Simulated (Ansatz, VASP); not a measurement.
**PtS2 in two plane-wave programs**

Wanted: the spread between two codes on one cell, functional and k mesh. The cell is taken from a series of runs on this material, whose earlier steps may have relaxed, scaled, displaced or heated it; both programs get it as it stands.

Program: Ansatz 0.2.0. Level of theory: plane waves, with VASP 6.6.1 beside it; zone-centre phonons at PBE with D3(BJ). Results are calculated unless marked as measured.

## (1) The structure

Symmetry: P-3m1, No. 164, trigonal system. The conventional cell has a = 3.655 Å, b = 3.655 Å, c = 4.530 Å, α = 90.00°, β = 90.00°, γ = 120.00°. Nearest to S lie 3 Pt at 2.41 Å. Pt has 6 S at 2.41 Å nearest. Farther neighbours and most contacts between anions are not listed.

## (2) Ansatz: zone-centre phonons, PBE with D3(BJ)

Ansatz runs on its PAW soft_1 files.

Second derivatives magnify differences that forces hide, and they need a tight electronic threshold.

Input file input.yaml:

```yaml
crystal:
  lattice:
    - [3.6547476826, 0.0, 0.0]
    - [-1.8273738413, 3.1651043376, 0.0]
    - [0.0, 0.0, 4.5299722319]
  atoms:
    - { symbol: S, position: [0.3333333333, 0.6666666667, 0.2578763277] }
    - { symbol: S, position: [0.6666666667, 0.3333333333, 0.7421236723] }
    - { symbol: Pt, position: [0.0, 0.0, 0.0] }
kpoints:
  mp_grid: { grid: [12, 12, 8] }
hamiltonian:
  xc: pbe
  dispersion: d3bj
  pseudopotentials: { kind: paw, azcp: { folder: soft_1 } }
scf:
  occupations: { method: gaussian, width: 0.01 }
output:
  eigenvalues: true
phonons:
  method: dfpt
```

Launch:

```sh
ansatz run input.yaml --threads 4 --pin off --max-ram 10240MiB --backend cpu --events-out ev --progress --plain --runs-dir out
```

Numbers of over 12 decimals in the logs are rounded to 6 here.

The log of the run:

```text
Engine: ansatz 0.2.0, aarch64-unknown-linux-gnu
Pseudopotentials: kind: paw
Pseudopotential: S, paw, valence charge 6, recommended cutoff 420 eV (normal), soft_1/S.paw.azcp
Pseudopotential: Pt, paw, valence charge 18, recommended cutoff 420 eV (normal), soft_1/Pt.paw.azcp
Functional definition: PBE
  parameter kappa = 0.804
  parameter beta = 0.066725
  exchange = pbe_x(kappa = kappa, mu = beta*pi^2/3)
  correlation = pbe_c(beta = beta)
Crystal: 3 atoms, lattice volume = 52.401 Å³
Basis set: ecut = 420 eV, 1011 PW (Γ), exchange–correlation on 50×50×64 points (8 copies of the dense FFT grid, shifted against one another)
Bands: 19, of which v1, the nominal top of the filled ones, is band 15 counted from 1 (14 counted from 0)
Symmetry: 12 space group operations
k-points: 320 of 1152 (irreducible under 2 space group operations, time reversal used)
Non-local potential: S, projectors of the file, l = 0: 2, l = 1: 2, l = 2: 1
Non-local potential: Pt, projectors of the file, l = 0: 3, l = 1: 2, l = 2: 2, l = 3: 1
PAW form: soft (Blöchl's): semilocal exchange-correlation on the pseudo side does not see the compensation charge
PAW one-centre angular grid: S, 110 points (default); XC on 64 Gauss nodes
PAW one-centre angular grid: Pt, 590 points (default); XC on 64 Gauss nodes
Initial density: superposition of atomic densities (chi_scale 0.1, normalization cell, long waves kept (reshape's long-wave potential 0.01 eV rms))
Initial wavefunctions: pseudopotential atomic-orbital guess
Functional: x = pbe(κ = 0.804, μ = 0.219515), c = pbe(β = 0.066725)
SCF iter   1: F=—  HF=-14331.634259 eV  |F-HF|=—  |Δ(HF+E_count)|=         —  Δρ=7.78e-2  dr2=2.86e0  ethr=3.10e-3  ⟨swp⟩=6.3  Hψ=33824  notcnv=0
preconditioner: auto → Resta (q_TF=auto, 2.486 Å⁻¹)  ε∞=7.5  [insulator: Δε(μ)=0.498 eV  Ē_g=9.457 eV  σ=0.010 eV  W_gap=1.00  n_scr=20 (ndim 8)  ℏωp=24.1 eV  f_vac=0.000  D(μ)=0.00/eV (n_scr^D=0)  ε∞_Penn≈7.5]
SCF iter   2: F=—  HF=-14331.217317 eV  |F-HF|=—  |Δ(HF+E_count)|=   4.17e-1  Δρ=3.67e-2  dr2=5.80e-1  ethr=3.10e-3  ⟨swp⟩=2.5  Hψ=11111  notcnv=0
SCF iter   3: F=—  HF=-14331.127367 eV  |F-HF|=—  |Δ(HF+E_count)|=   9.00e-2  Δρ=4.95e-3  dr2=7.40e-3  ethr=1.93e-3  ⟨swp⟩=2.6  Hψ=9575  notcnv=0
SCF iter   4: F=—  HF=-14331.128409 eV  |F-HF|=—  |Δ(HF+E_count)|=   1.04e-3  Δρ=6.97e-4  dr2=2.49e-4  ethr=2.47e-5  ⟨swp⟩=2.3  Hψ=13229  notcnv=0  defer=1
SCF iter   5: F=—  HF=-14331.128575 eV  |F-HF|=—  |Δ(HF+E_count)|=   1.67e-4  Δρ=2.03e-4  dr2=2.59e-5  ethr=8.30e-7  ⟨swp⟩=2.1  Hψ=10854  notcnv=0  defer=1
SCF iter   6: F=—  HF=-14331.128590 eV  |F-HF|=—  |Δ(HF+E_count)|=   1.44e-5  Δρ=4.33e-5  dr2=9.61e-7  ethr=8.64e-8  ⟨swp⟩=2.0  Hψ=9111  notcnv=0  defer=1
SCF iter   7: F=—  HF=-14331.128595 eV  |F-HF|=—  |Δ(HF+E_count)|=   4.94e-6  Δρ=6.76e-6  dr2=1.84e-8  ethr=3.20e-9  ⟨swp⟩=2.0  Hψ=9600  notcnv=0  defer=1
SCF iter   8: F=—  HF=-14331.128595 eV  |F-HF|=—  |Δ(HF+E_count)|=   4.03e-8  Δρ=1.30e-6  dr2=1.06e-9  ethr=6.14e-11  ⟨swp⟩=2.3  Hψ=10714  notcnv=0  defer=1
SCF iter   9: F=—  HF=-14331.128595 eV  |F-HF|=—  |Δ(HF+E_count)|=   1.13e-9  Δρ=3.97e-7  dr2=1.13e-10  ethr=3.53e-12  ⟨swp⟩=2.1  Hψ=9502  notcnv=0  defer=1
SCF iter  10: F=-14331.128595 eV  HF=-14331.128595 eV  |F-HF|=1.27e-11  |Δ(HF+E_count)|=  7.28e-11  Δρ=9.82e-8  dr2=7.00e-12  ethr=1.00e-12  ⟨swp⟩=5.5  Hψ=32271  notcnv=0
SCF 1 converged in 10 iterations: F = -14331.128595 eV  dr2 = 7.00e-12
  greatest PAW one-centre occupation: 1.000 electrons in one spin orbital (limit 2), on the Pt atom at site 2 (counted from 0), in its partial waves of l = 0
DFPT response loops at Γ: preconditioner auto → Kerker (q_TF=auto, 2.486 Å⁻¹) (partly filled bands, converged f_vac=0.001); β = 1.00, the filter's whole step (`scf.mixing.beta` (0.50) is not read by the response loops under this deck's `scf.mixing.preconditioner`; to damp them name `kerker` or `kerker_dos`, under which they read `scf.mixing.beta`, and type it under 1.00, their step now; both keys bind the ground state too); Broyden in place of MSR1
SCF converged after 10 iterations
Free energy (F): -14331.128595 eV
Harris-Foulkes:  -14331.128595 eV  (|F-HF|=1.27e-11)
Internal energy: -14331.128576 eV  (E = F + TS)
E sigma→0 (E₀):  -14331.128585 eV
Entropy (-TS):   -0.000018 eV (-0.006 meV/atom)
Fermi energy:    12.192931 eV
--- Per-component energies (eV) ---
  E_band       = -291.607447
  E_kinetic    = 805.239415
  E_local      = -2723.991074  (includes V_loc(G=0)·N_el)
  E_nonlocal   = 271.999175
  E_hartree    = 1063.803257
  E_xc         = -409.504264
  E_vxc        = -436.102196  (∫ρ·V_xc dr)
  E_paw        = -10700.349112  (= ΣΔE_a)
  E_vpaw       = -336.360378  (= ΣTr[D̂ρ^β])
  E_aug_tail   = 0.001132  (compensation charges beyond the density's cutoff)
  E_ewald      = -2636.986147
  E_disp       = -1.340959  (pairwise vdW)
  E_smearing   = -0.000018  (= −TS)
  E_closure    = 0.000000  (closes the sum)
  Σ components = -14331.128595   (vs F -14331.128595, Δ=0.00e0)
--- Band table (eV; the first three rows and the last of 320) ---
  k-point 0: bands = [... 11 lower, 9.9189, 10.5615, 10.5615, 12.3564, 13.2772, 13.2772, 15.6639, 16.9558]
  k-point 1: bands = [... 11 lower, 9.8863, 10.4652, 10.4652, 12.0324, 13.4414, 13.4414, 15.8675, 17.2687]
  k-point 2: bands = [... 11 lower, 9.7461, 10.2532, 10.2532, 11.3549, 13.8381, 13.8381, 16.4334, 17.9384]
  k-point 319: bands = [... 11 lower, 8.6592, 9.0586, 9.4484, 10.0530, 13.5872, 14.0296, 18.1295, 18.5932]
--- Phonons (Γ-DFPT): 4 representative perturbations + reference, on 320 of 1152 k-points (Σ response iterations 12) ---
  k mesh reduced under 2 symmetry operations, with k and −k counted as one. Each operation leaves every solved perturbation unchanged. A smaller set is not used because it would not reduce the number of displacements times k-points to solve
  ASR residual: 3.768e-5 → 0.000e0 eV/Å²; symmetrization residual: 7.256e-6 eV/Å²
  pairwise dispersion correction: d3bj (s6 = 1.0, s8 = 0.7875, a1 = 0.4289, a2_bohr = 4.4407), with the weights of each atom's references fixed at the reference crystal's, and the forces and stress that the weights' published response gives there kept as a pressure on the atom's counted neighbours (hamiltonian.dispersion)
  ASR residual per site (eV/Å²): 2.49e-5 2.49e-5 3.77e-5
  Γ frequencies (cm⁻¹): 0.00 0.00 0.00 281.72 281.72 288.23 288.23 315.01 323.93
  non-analytic LO–TO correction: not included (Born effective charges unavailable; polar crystals: no LO–TO splitting at Γ)
```

In the SCF lines HF is the Harris–Foulkes energy and dr2 the Hartree energy of the density residual, in eV; the loop may stop once dr2 is under the threshold and the program's other checks hold. Hψ counts applications of the Hamiltonian.

[end of part 1 of 2]

[Lines on the potential files, build, host, timing and source positions are cut from VASP's logs without a mark.]

[Logs are printed without paths, hosts, clocks, repeated set-up lines and the standing remarks that a program may print on its own settings, such as how far it seeks lower states.]

[Hosts, paths, dates, database ids (printed as entryN), source tags and the programs' standing remarks are cut or masked in the printed files.]
